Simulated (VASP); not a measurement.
Runs of VASP 6.6.1 on Ge8H (a cell with a defect) (Germanium). The cell holds a defect, 9 atoms: a = 8.001 Å, b = 8.001 Å, c = 4.001 Å, α = 60.00°, β = 60.00°, γ = 60.00°. 

| cell | further INCAR settings | gap on the mesh (eV) | pressure (GPa) | largest force (eV/Å) |
| --- | --- | --- | --- | --- |
| Pm, 20.12 Å³/atom | ALGO = Fast; EDIFF = 1e-06; NBANDS = 66 | none | 5.5 | 0.33 |
| Pm, 20.12 Å³/atom | ALGO = Fast; EDIFF = 1e-07; NBANDS = 66 | none | 5.5 | 0.33 |
| Amm2, 20.12 Å³/atom | ALGO = Fast; EDIFF = 1e-06; NBANDS = 66 | none | (a) | 0.61 |
| P2/m, 20.12 Å³/atom | ALGO = Fast; EDIFF = 1e-07; NBANDS = 66 | none | 4.6 | 0.21 |

Alike in all rows: task single point; level PBE; potentials or basis VASP PAW PBE potentials, release 64 (Ge_d, H); no spin polarisation; k mesh 4 × 4 × 4; cutoff (eV) 520; smearing gaussian 0.05 eV; the mesh is coarse, so values aren't converged.

Question: Estimate the missing entries.

Answer: (a) 5.9.

Caveats: all runs use coarse meshes.

A k mesh can miss the band edges, and the runs leave out spin-orbit coupling on Ge.

A gap of «none» marks a metal or a gap under the smearing width.

Not every run made on this cell is shown here.
